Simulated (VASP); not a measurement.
An input for Quantum ESPRESSO's pw.x (written as the equivalent of a VASP run, and not itself run):

```
&CONTROL
  calculation = 'vc-relax'
  pseudo_dir = './pseudo'
  outdir = './out'
  tprnfor = .true.
  tstress = .true.
  nstep = 30
  forc_conv_thr = 0.00039
/
&SYSTEM
  ibrav = 0
  nat = 6
  ntyp = 2
  ecutwfc = 86
  occupations = 'smearing'
  smearing = 'gaussian'
  degauss = 0.003675
  input_dft = 'vdw-df2'
/
&ELECTRONS
  conv_thr = 7.3e-09
  electron_maxstep = 100
/
&IONS
/
&CELL
  cell_dofree = 'shape'
/
ATOMIC_SPECIES
  W 183.840 W.upf
  Se 78.971 Se.upf
CELL_PARAMETERS angstrom
     1.7025033   -2.9488218    0.0000000
     1.7025033    2.9488218    0.0000000
     0.0000000    0.0000000   13.5726988
ATOMIC_POSITIONS crystal
  W    0.3333330  0.6666670  0.2500000
  W    0.6666670  0.3333330  0.7500000
  Se   0.3333330  0.6666670  0.8741694
  Se   0.6666670  0.3333330  0.3741694
  Se   0.6666670  0.3333330  0.1258306
  Se   0.3333330  0.6666670  0.6258306
K_POINTS automatic
  7 7 2 0 0 0
```

Write the VASP files for the same calculation (vdW-DF2).

Several could match; the one computed here: 
KPOINTS:
```
Automatic mesh
0
Gamma
7 7 2
0 0 0
```

### POSCAR
```
WSe2
1
    1.7025032665    -2.9488217893     0.0000000000
    1.7025032665     2.9488217893     0.0000000000
    0.0000000000     0.0000000000    13.5726987857
W Se
2 4
Direct
  0.3333330000   0.6666670000   0.2500000000
  0.6666670000   0.3333330000   0.7500000000
  0.3333330000   0.6666670000   0.8741693639
  0.6666670000   0.3333330000   0.3741693639
  0.6666670000   0.3333330000   0.1258306361
  0.3333330000   0.6666670000   0.6258306361
```

**INCAR**
```
LWAVE=.FALSE.
IBRION=2   ! conjugate gradients
LASPH=.TRUE.   ! aspherical one-centre terms
EDIFFG=-0.01
ISIF=4   ! ions and shape, fixed volume
ENCUT=520   ! plane-wave cut-off (eV)
LUSE_VDW=.TRUE.
AGGAC=0.0
SYSTEM=WSe2
SIGMA=0.05   ! width (eV)
LCHARG=.FALSE.
NELM=100   ! most electronic steps
PREC=Accurate
ALGO=Normal   ! blocked Davidson
NSW=30   ! most ionic steps
ZAB_VDW=-1.8867
ISMEAR=0   ! Gaussian
LMAXMIX=6
GGA=ML
LREAL=.FALSE.   ! projection in real space or not
EDIFF=1E-7   ! SCF stop (eV)
```

POTCAR, in this order: W_sv Se (PBE.64 set). Program: vasp_std.

What does not carry over: the potentials are each code's own (VASP's PAW set, PseudoDojo norm-conserving files in pw.x), so ENCUT and ecutwfc are chosen apart and not converted; conv_thr bounds pw.x's estimated SCF error, while EDIFF bounds the energy change between steps; forc_conv_thr acts on force components and is met together with etot_conv_thr.

The compound is WSe2 in the 2H layered structure. This cell is one point of a volume scan, at 0.97 of the reference volume. Symmetry was kept, so distortions that lower it aren't found.
